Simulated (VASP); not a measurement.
Consider the following.

```yaml
crystal:
  lattice:
    - [5.03682, 0.00000, 0.00000]
    - [0.00000, 5.03682, 0.00000]
    - [0.00000, 0.00000, 7.02443]
  atoms:
    - { symbol: Si, position: [0.29795, 0.29795, 0.00000] }
    - { symbol: Si, position: [0.79795, 0.20205, 0.75000] }
    - { symbol: Si, position: [0.20205, 0.79795, 0.25000] }
    - { symbol: Si, position: [0.70205, 0.70205, 0.50000] }
    - { symbol: O, position: [0.23955, 0.10100, 0.17758] }
    - { symbol: O, position: [0.73955, 0.39900, 0.57242] }
    - { symbol: O, position: [0.26045, 0.60100, 0.07242] }
    - { symbol: O, position: [0.76045, 0.89900, 0.67758] }
    - { symbol: O, position: [0.89900, 0.76045, 0.32242] }
    - { symbol: O, position: [0.39900, 0.73955, 0.42758] }
    - { symbol: O, position: [0.60100, 0.26045, 0.92758] }
    - { symbol: O, position: [0.10100, 0.23955, 0.82242] }
```

Level of theory: PBEsol GGA, VASP's PBE PAW potentials (set 64) (plane waves; VASP 6.6.1). Settings: 520 eV cut-off, Gaussian smearing of 0.050 eV, potentials Si O.

**Question.** What does the run give for the band gap (along the path) with the smallest direct gap where there is one?

**Answer.** 
```
Property                               Result
------------------------------------  -------
band gap (along the path)             5.56 eV
smallest direct gap (along the path)  5.56 eV
```

Total energies compare only between runs with the same potentials, cut-off and functional.

The compound is SiO2 in the cristobalite structure. It was relaxed first, which changed the volume by +5 %.
